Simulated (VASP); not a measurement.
All values below come from HSE06 screened hybrid, VASP's PBE PAW potentials (set 64) (plane waves; VASP).

A VASP calculation is set up with these files.

**INCAR**
```
! general
SYSTEM  =BC32Si31
PREC    =Normal
ENCUT   =400
LREAL   =Auto
LASPH   =.True.
ISYM    =0
NELECT  =254.0

! electronic loop
EDIFF   =1E-5
NELM    =50
NELMIN  =4
ALGO    =Normal   ! blocked Davidson

! smearing
ISMEAR  =0   ! Gaussian
SIGMA   =0.05   ! width (eV)

! functional
GGA     =PE   ! PBE
LHFCALC =.True.
AEXX    =0.25
HFSCREEN=0.2   ! 1/Angstrom
PRECFOCK=Fast

! ions
ISIF    =0

! output
LWAVE   =.False.
LCHARG  =.False.
```

KPOINTS:
```
K-points
0
G
  1 1 1
```

POSCAR:
```
BC32Si31
1.0
  8.7583314356   0.0000000000   0.0000000000
  0.0000000000   8.7583314356   0.0000000000
  0.0000000000   0.0000000000   8.7583314356
Si C B
31 32 1
direct
  0.4988995306   0.9994114287   0.9994645444
  0.7491171071   0.2495907337   0.9994385851
  0.7491138823   0.9993600439   0.2496968856
  0.9993786353   0.9993532552   0.9994073116
  0.2496930935   0.2496445353   0.9991717381
  0.4996609650   0.4995691785   0.9990741788
  0.7488624605   0.7488519354   0.9991758978
  0.2497003840   0.9990780134   0.2497634481
  0.4992707471   0.2522446939   0.2523449277
  0.7454588095   0.4993582284   0.2524406054
  0.4996378657   0.9989722648   0.4996573108
  0.7454644554   0.2523600580   0.4994722367
  0.7488355425   0.9990780804   0.7488904381
  0.9994408663   0.4988273626   0.9994848561
  0.2496434292   0.7490850278   0.9994588781
  0.9991350678   0.2496617630   0.2497680434
  0.2522829757   0.4991351032   0.2523454334
  0.4994526057   0.7453893392   0.2524474374
  0.9994511494   0.9994243734   0.4989502771
  0.2522709314   0.2522501576   0.4992503552
  0.7460608800   0.7460552686   0.4985433909
  0.2496278319   0.9993532850   0.7491465930
  0.4994641090   0.2523727128   0.7454820414
  0.7460810961   0.4984686445   0.7461378058
  0.9994344283   0.7490988831   0.2497358411
  0.9990498784   0.4996235471   0.4996790283
  0.2524143980   0.7454109885   0.4994786329
  0.9994341290   0.2496329464   0.7491733304
  0.2523861044   0.4993984137   0.7454910003
  0.4985097988   0.7460514138   0.7461403031
  0.9991529965   0.7488655730   0.7489097904
  0.6253388418   0.1267130111   0.1267875131
  0.8741583517   0.3754556425   0.1266123546
  0.8741265240   0.1265247872   0.3755541797
  0.1254601537   0.1254144114   0.1255275157
  0.3755785054   0.3755137353   0.1256850907
  0.6250560403   0.6249970844   0.1246956021
  0.8752220439   0.8751757072   0.1251366624
  0.3755837486   0.1256132043   0.3756123284
  0.6164855055   0.3845615082   0.3846606078
  0.8750173254   0.6250552882   0.3749702554
  0.6250175540   0.1246237490   0.6250684410
  0.8750254601   0.3749075004   0.6251041908
  0.8752211131   0.1250730903   0.8752313663
  0.1267320772   0.6252902478   0.1267904732
  0.3755274746   0.8741088144   0.1266302624
  0.1256510635   0.3755400934   0.3756166511
  0.3846158017   0.6164342425   0.3846427777
  0.6250649369   0.8749726511   0.3749672735
  0.1267345459   0.1267321636   0.6253546461
  0.3845760499   0.3845640043   0.6165530111
  0.6208059331   0.6207712797   0.6208554024
  0.8745614781   0.8745519069   0.6251598953
  0.3755037439   0.1265354077   0.8741568181
  0.6250790263   0.3748934100   0.8750378419
  0.8745818596   0.6251061825   0.8746051985
  0.1265733730   0.8741444364   0.3755661936
  0.1246569106   0.6250364324   0.6250943005
  0.3749168614   0.8749680921   0.6250761105
  0.1265684737   0.3754787412   0.8741898854
  0.3749405108   0.6250341341   0.8750538772
  0.6251030913   0.8745660017   0.8746015482
  0.1250847825   0.8752084430   0.8753110579
  0.4926716842   0.4926143429   0.4926555213
```

POTCAR, in this order: Si C B (PBE.64 set). Program: vasp_gam. Read from the step before: WAVECAR.

The run wrote:

OSZICAR:
```
       N       E                     dE             d eps       ncg     rms          rms(c)
DAV:   1    -0.561440015490E+03   -0.56144E+03   -0.97992E+00   320   0.784E+00    0.146E+01
DAV:   2    -0.561500090875E+03   -0.60075E-01   -0.26323E-01   368   0.118E+00    0.107E+01
DAV:   3    -0.561483639480E+03    0.16451E-01   -0.16625E-02   368   0.309E-01    0.620E+00
DAV:   4    -0.561477936283E+03    0.57032E-02   -0.34916E-03   368   0.129E-01    0.358E+00
DAV:   5    -0.561475927285E+03    0.20090E-02   -0.11925E-03   376   0.825E-02    0.204E+00
DAV:   6    -0.561475350198E+03    0.57709E-03   -0.60436E-04   360   0.538E-02    0.115E+00
DAV:   7    -0.561475154406E+03    0.19579E-03   -0.76251E-05   352   0.233E-02    0.660E-01
DAV:   8    -0.561475092823E+03    0.61583E-04   -0.52266E-05   320   0.172E-02    0.375E-01
DAV:   9    -0.561475076634E+03    0.16188E-04   -0.13583E-05   224   0.919E-03    0.214E-01
DAV:  10    -0.561475072107E+03    0.45275E-05   -0.45801E-06   208   0.641E-03
   1 F= -.56147507E+03 E0= -.56147507E+03  d E =-.133252E-14
```

### OUTCAR
```
------------------------ aborting loop because EDIFF is reached ----------------------------------------
  volume of cell :      671.84
      direct lattice vectors                 reciprocal lattice vectors
     8.758331436  0.000000000  0.000000000     0.114176999  0.000000000  0.000000000
     0.000000000  8.758331436  0.000000000     0.000000000  0.114176999  0.000000000
     0.000000000  0.000000000  8.758331436     0.000000000  0.000000000  0.114176999
  FREE ENERGIE OF THE ION-ELECTRON SYSTEM (eV)
  ---------------------------------------------------
  free  energy   TOTEN  =      -561.4750721068 eV

  energy  without entropy=     -561.4750721068  energy(sigma->0) =     -561.47507211

  exchange ACFDT corr.  =         0.00000000  see jH, gK, PRB 81, 115126
```
(Selected blocks of OUTCAR.)

The cell is charged, with a uniform compensating background. The supercell is sampled at Γ alone, which is coarse: total energies, pressure and levels can be off, energies of defects by several tenths of an eV.

The cell is a supercell with a defect, built from SiC (zinc blende): B_Si, charge +1. The cell's shape comes from a PBE relaxation. The run is not spin-polarised, so no state with unpaired spins was tried.
